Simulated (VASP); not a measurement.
These are PBE GGA with D3 dispersion (zero damping), VASP's PBE PAW potentials (set 64) (plane waves; VASP) values and carry that method's errors.

VASP input:

**POSCAR**
```
PbS
1
    0.0000000000     2.9228109379     2.9228109379
    2.9228109379     0.0000000000     2.9228109379
    2.9228109379     2.9228109379     0.0000000000
Pb S
1 1
Direct
  0.0000000000   0.0000000000   0.0000000000
  0.5000000000   0.5000000000   0.5000000000
```

### KPOINTS
```
Automatic mesh
0
Gamma
8 8 8
0 0 0
```

### INCAR
```
SYSTEM = PbS
PREC = Accurate; ENCUT = 520; LREAL = .FALSE.
LASPH = .TRUE.
EDIFF = 1E-7; NELM = 100; ALGO = Normal
LMAXMIX = 4
ISMEAR = 0; SIGMA = 0.05
GGA = PE; IVDW = 11
ISIF = 2
LWAVE = .FALSE.; LCHARG = .FALSE.
```

POTCAR, in this order: Pb_d S (PBE.64 set). Program: vasp_std.

The run wrote:

**OUTCAR**
```
 ion  position               nearest neighbor table
   1  0.000  0.000  0.000-   2 2.92   2 2.92   2 2.92   2 2.92   2 2.92   2 2.92
   2  0.500  0.500  0.500-   1 2.92   1 2.92   1 2.92   1 2.92   1 2.92   1 2.92
  LATTYP: Found a face centered cubic cell.
 ALAT       =     5.8456218758
 Subroutine PRICEL returns:
 Original cell was already a primitive cell.
 Subroutine GETGRP returns: Found 48 space group operations
The static configuration has the point symmetry O_h .
The dynamic configuration has the point symmetry O_h .
 Subroutine INISYM returns: Found 48 space group operations
 Subroutine IBZKPT returns following result:
 Found     29 irreducible k-points:

 Following reciprocal coordinates:
            Coordinates               Weight
  0.000000  0.000000  0.000000      1.000000
  0.125000  0.000000  0.000000      8.000000
  0.250000  0.000000  0.000000      8.000000
  0.375000  0.000000  0.000000      8.000000
  0.500000  0.000000  0.000000      4.000000
  0.125000  0.125000  0.000000      6.000000
  0.250000  0.125000  0.000000     24.000000
  0.375000  0.125000  0.000000     24.000000
  0.500000  0.125000  0.000000     24.000000
 -0.375000  0.125000  0.000000     24.000000
 -0.250000  0.125000  0.000000     24.000000
 -0.125000  0.125000  0.000000     12.000000
  0.250000  0.250000  0.000000      6.000000
  0.375000  0.250000  0.000000     24.000000
  0.500000  0.250000  0.000000     24.000000
 -0.375000  0.250000  0.000000     24.000000
 -0.250000  0.250000  0.000000     12.000000
  0.375000  0.375000  0.000000      6.000000
  0.500000  0.375000  0.000000     24.000000
 -0.375000  0.375000  0.000000     12.000000
  0.500000  0.500000  0.000000      3.000000
  0.375000  0.250000  0.125000     24.000000
  0.500000  0.250000  0.125000     48.000000
 -0.375000  0.250000  0.125000     24.000000
...
```

File OSZICAR:
```
       N       E                     dE             d eps       ncg     rms          rms(c)
DAV:   1     0.153308475585E+03    0.15331E+03   -0.99356E+03   812   0.153E+03
DAV:   2     0.313227942215E+01   -0.15018E+03   -0.14682E+03   860   0.354E+02
DAV:   3    -0.883366391952E+01   -0.11966E+02   -0.11902E+02  1076   0.104E+02
DAV:   4    -0.914257000542E+01   -0.30891E+00   -0.30872E+00   926   0.187E+01
DAV:   5    -0.915277284314E+01   -0.10203E-01   -0.10203E-01  1152   0.342E+00    0.501E+00
DAV:   6    -0.870232397074E+01    0.45045E+00   -0.13369E+00  1236   0.967E+00    0.356E+00
DAV:   7    -0.870172174020E+01    0.60223E-03   -0.15129E-01   876   0.229E+00    0.193E+00
DAV:   8    -0.870501639188E+01   -0.32947E-02   -0.14404E-02   922   0.160E+00    0.132E-01
DAV:   9    -0.870484165909E+01    0.17473E-03   -0.25505E-03  1282   0.548E-01    0.934E-02
DAV:  10    -0.870496660277E+01   -0.12494E-03   -0.27515E-04   878   0.132E-01    0.387E-02
DAV:  11    -0.870497764591E+01   -0.11043E-04   -0.84303E-05  1076   0.115E-01    0.213E-02
DAV:  12    -0.870497853600E+01   -0.89009E-06   -0.52046E-06  1076   0.221E-02    0.330E-03
DAV:  13    -0.870497879597E+01   -0.25997E-06   -0.22728E-07   828   0.650E-03    0.113E-03
DAV:  14    -0.870497881740E+01   -0.21430E-07   -0.55865E-08   676   0.205E-03
   1 F= -.91367762E+01 E0= -.91367706E+01  d E =-.110651E-04
```

OUTCAR:
```
------------------------ aborting loop because EDIFF is reached ----------------------------------------
 Edisp (eV)   -0.43180
  FORCE on cell =-STRESS in cart. coord.  units (eV):
  Direction    XX          YY          ZZ          XY          YZ          ZX
  --------------------------------------------------------------------------------------
  Total       1.18851     1.18851     1.18851    -0.00000     0.00000     0.00000
  in kB      38.13114    38.13114    38.13114    -0.00000     0.00000     0.00000
  external pressure =       38.13 kB  Pullay stress =        0.00 kB
  volume of cell :       49.94
      direct lattice vectors                 reciprocal lattice vectors
     0.000000000  2.922810938  2.922810938    -0.171068198  0.171068198  0.171068198
     2.922810938  0.000000000  2.922810938     0.171068198 -0.171068198  0.171068198
     2.922810938  2.922810938  0.000000000     0.171068198  0.171068198 -0.171068198
  FREE ENERGIE OF THE ION-ELECTRON SYSTEM (eV)
  ---------------------------------------------------
  free  energy   TOTEN  =        -9.1367761590 eV

  energy  without entropy=       -9.1367650940  energy(sigma->0) =       -9.13677063
```
(Selected blocks of OUTCAR.)

File OUTCAR:
```
 val. band max:        6.4692657413   @ k =   0.5000   0.0000   0.0000

 cond. band min:       6.6612224654   @ k =   0.5000   0.0000   0.0000


 Fermi energy:         6.5652441028

 k-point     1 :       0.0000    0.0000    0.0000
  band No.  band energies     occupation
      1     -10.4899      2.00000
      2     -10.4899      2.00000
      3     -10.4899      2.00000
      4     -10.4747      2.00000
      5     -10.4747      2.00000
      6      -7.5929      2.00000
      7       0.4598      2.00000
      8       4.0152      2.00000
      9       4.0152      2.00000
     10       4.0152      2.00000
     11      11.7568      0.00000
     12      11.7568      0.00000
     13      11.7568      0.00000
     14      13.0262      0.00000

 k-point     2 :       0.1250    0.0000    0.0000
  band No.  band energies     occupation
      1     -10.4892      2.00000
      2     -10.4873      2.00000
      3     -10.4873      2.00000
      4     -10.4750      2.00000
      5     -10.4750      2.00000
      6      -7.4503      2.00000
      7      -0.0735      2.00000
      8       4.0610      2.00000
      9       4.0610      2.00000
     10       4.4257      2.00000
     11      10.4334      0.00000
     12      10.8902      0.00000
     13      10.8902      0.00000
     14      13.0267      0.00000

 k-point     3 :       0.2500    0.0000    0.0000
  band No.  band energies     occupation
      1     -10.4970      2.00000
      2     -10.4970      2.00000
      3     -10.4881      2.00000
      4     -10.4593      2.00000
      5     -10.4593      2.00000
      6      -7.0519      2.00000
      7      -1.1686      2.00000
      8       4.1908      2.00000
      9       4.1908      2.00000
     10       5.1782      2.00000
     11       8.7487      0.00000
     12       9.6004      0.00000
     13       9.6004      0.00000
     14      13.2253      0.00000

 k-point     4 :       0.3750    0.0000    0.0000
  band No.  band energies     occupation
...
```

Unless said otherwise, spin-orbit coupling is left out, though it shifts the bands of the heavy elements here.

The compound is PbS in the rock salt structure. This cell is one point of a volume scan, at 0.94 of the reference volume.
